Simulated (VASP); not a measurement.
Input:

```yaml
crystal:
  lattice:
    - [0.00000, 2.56699, 2.56699]
    - [2.56699, 0.00000, 2.56699]
    - [2.56699, 2.56699, 0.00000]
  atoms:
    - { symbol: Sr, position: [0.00000, 0.00000, 0.00000] }
    - { symbol: O, position: [0.50000, 0.50000, 0.50000] }
```

Computed with PBEsol GGA with spin-orbit coupling, VASP's PBE PAW potentials (set 64) (plane waves; VASP 6.6.1). Numerical set-up: 520 eV cut-off, 8×8×8 Γ-centred mesh, Gaussian smearing of 0.050 eV, potentials Sr_sv O.

Task: Give the energies of bands 11 to 23 at the high-symmetry points, in eV from the valence-band maximum.

Result: 
| band | Γ | X | U | L | W |
|---|---|---|---|---|---|
| 11 | -0.06 | -0.46 | -1.00 | -2.26 | -1.17 |
| 12 | -0.06 | -0.46 | -1.00 | -2.26 | -1.17 |
| 13 | 0.00 | -0.14 | -0.61 | -1.19 | -0.51 |
| 14 | 0.00 | -0.14 | -0.61 | -1.19 | -0.51 |
| 15 | 0.00 | -0.06 | -0.49 | -1.18 | -0.42 |
| 16 | 0.00 | -0.06 | -0.49 | -1.18 | -0.42 |
| 17 | 3.83 | 3.13 | 4.68 | 6.49 | 5.93 |
| 18 | 3.83 | 3.13 | 4.68 | 6.49 | 5.93 |
| 19 | 6.14 | 7.78 | 7.84 | 8.30 | 5.93 |
| 20 | 6.14 | 7.78 | 7.84 | 8.30 | 5.93 |
| 21 | 6.14 | 10.21 | 8.74 | 8.83 | 8.62 |
| 22 | 6.14 | 10.21 | 8.74 | 8.83 | 8.62 |
| 23 | 6.18 | 10.24 | 10.20 | 8.88 | 11.20 |

The gap is indirect, 3.13 eV, from the valence maximum at Γ to the conduction minimum at X.

The structure comes from a measured SrO entry (Fm-3m) of the Crystallography Open Database, whose conditions weren't checked. It was relaxed first.
